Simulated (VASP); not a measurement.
A convergence study with VASP on HgS (zinc blende): one setting is varied, all else stays as given below, so the limit is that of these other settings. Each run relaxes cell and ions from the cell shown.

```yaml
crystal:
  lattice:
    - [0.00000, 2.92500, 2.92500]
    - [2.92500, 0.00000, 2.92500]
    - [2.92500, 2.92500, 0.00000]
  atoms:
    - { symbol: Hg, position: [0.00000, 0.00000, 0.00000] }
    - { symbol: S, position: [0.25000, 0.25000, 0.25000] }
```

Method: PBE GGA, VASP's PBE PAW potentials (set 64) (plane waves; VASP). The tightest run used: 550 eV cut-off, 12×12×12 Γ-centred mesh, Gaussian smearing of 0.050 eV, potentials Hg S.

```
setting     relaxed volume (Å³/atom)  E (eV/atom)  irreducible k-points
----------  ------------------------  -----------  --------------------
2×2×2 mesh                    29.188      -1.8424                     3
3×3×3 mesh                    27.496      -2.1872                     4
4×4×4 mesh                    27.139      -2.2542                     8
```

These are the cheaper rows. Estimate the results at 12×12×12 mesh, and how far the last row shown lies from them.

```csv
quantity,tightest run,last row shown is off by
relaxed volume (Å³/atom),26.994,0.145
E (eV/atom),-2.2771,0.0229
```

Left out are rungs that failed or repeat a setting and relaxations that didn't move; long series are thinned to 24 rows.

The compound is HgS in the zinc blende structure, metacinnabar; cinnabar is the stable form.
